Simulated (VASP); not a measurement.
Consider the following.

```
CELL_PARAMETERS angstrom
      0.00000     2.67805     2.67805
      2.67805     0.00000     2.67805
      2.67805     2.67805     0.00000
ATOMIC_POSITIONS crystal
  Cu 0.00000 0.00000 0.00000
  Cl 0.25000 0.25000 0.25000
```

Computed with PBE GGA with D3 dispersion (zero damping), VASP's PBE PAW potentials (set 64) (plane waves; VASP). Run with 520 eV cut-off, Gaussian smearing of 0.050 eV, potentials Cu Cl.

Question: Estimate the band gap (along the path) with the smallest direct gap where there is one.

Answer: 
```json
{
  "band gap (along the path)": "0.60 eV",
  "smallest direct gap (along the path)": "0.60 eV"
}
```

The absolute energy has meaning only against runs of the same code, potentials and settings.

The compound is CuCl in the zinc blende structure. It was relaxed first.
